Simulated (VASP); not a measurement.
Consider the following.

```yaml
crystal:
  lattice:
    - [4.01917, 0.00000, 0.00000]
    - [0.00000, 4.01917, 0.00000]
    - [0.00000, 0.00000, 4.01917]
  atoms:
    - { symbol: K, position: [0.00000, 0.00000, 0.00000] }
    - { symbol: Ta, position: [0.50000, 0.50000, 0.50000] }
    - { symbol: O, position: [0.50000, 0.00000, 0.50000] }
    - { symbol: O, position: [0.00000, 0.50000, 0.50000] }
    - { symbol: O, position: [0.50000, 0.50000, 0.00000] }
```

Computed with TPSS meta-GGA, VASP's PBE PAW potentials (set 64) (plane waves; VASP 6.6.1). Settings: 520 eV cut-off, 6×6×6 Γ-centred mesh, tetrahedra with Blöchl corrections, potentials K_sv Ta_pv O.

Unless said otherwise, spin-orbit coupling is left out, though it shifts the bands of the heavy elements here.

Predict the energy per atom (σ→0), band gap (over mesh and band path) with the smallest direct gap where there is one.

| Item | Result |
|---|---|
| band gap (over mesh and band path) | 2.18 eV |
| smallest direct gap (over mesh and band path) | 2.83 eV |
| energy per atom (σ→0) | -11.139 eV/atom |

Total energies compare only between runs with the same potentials, cut-off and functional.

The compound is KTaO3 in the cubic perovskite structure. It was relaxed first.
